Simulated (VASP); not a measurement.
A convergence study with VASP on Dy (space group no. 194 when undisturbed): a few settings are varied, all else stays as given below, so the limit is that of these other settings. One atom is moved off its site, so that forces are finite.

```
Dy
1.0
    1.80398    -3.12458     0.00000
    1.80398     3.12458     0.00000
    0.00000     0.00000     5.67825
Dy
2
Direct
  0.33333   0.66667   0.25881
  0.66667   0.33333   0.75000
```
Starting moments (μB, in the order of the record's atoms Dy Dy): 5.0 5.0.

These are PBE GGA, VASP's PBE PAW potentials (set 64) (plane waves; VASP 6.6.1) values and carry that method's errors. The last row used: 300 eV cut-off, 14×14×8 Γ-centred mesh shifted by (0.5, 0.5, 0.5), Fermi-Dirac smearing of 0.10 eV, potentials Dy.

```tsv
setting	E (eV/atom)	pressure (GPa)	largest force (eV/Å)	moment (μB)	irreducible k-points
2×2×1 mesh	-7.6098	5.00	0.185	8.315	2
2×2×2 mesh	-7.6143	4.25	0.187	10.145	3
3×3×2 mesh	-7.8038	1.77	0.194	9.904	6
4×4×2 mesh	-7.7970	1.45	0.195	10.006	10
4×4×3 mesh	-7.8174	0.82	0.213	9.475	16
5×5×3 mesh	-7.8151	0.87	0.209	9.590	24
6×6×3 mesh	-7.8127	1.05	0.209	9.594	33
6×6×4 mesh	-7.8087	0.94	0.197	9.652	42
7×7×4 mesh	-7.8093	0.95	0.198	9.660	56
8×8×5 mesh	-7.8129	0.91	0.201	9.656	92
9×9×5 mesh	-7.8127	0.90	0.201	9.660	115
10×10×6 mesh	-7.8116	0.91	0.201	9.644	165
11×11×6 mesh	-7.8117	0.94	0.201	9.646	198
12×12×7 mesh	-7.8121	0.86	0.200	9.656	276
14×14×8 mesh	-7.8121	0.90	0.200	9.647	420
```

Left out are rungs that failed or repeat a setting and relaxations that didn't move; long series are thinned to 24 rows.

The structure is a typed Dy crystal (space group no. 194). The cell was not relaxed at this level, it is distorted from the ideal structure. The spin order is the one that the start imposed; others were not tried in this run.
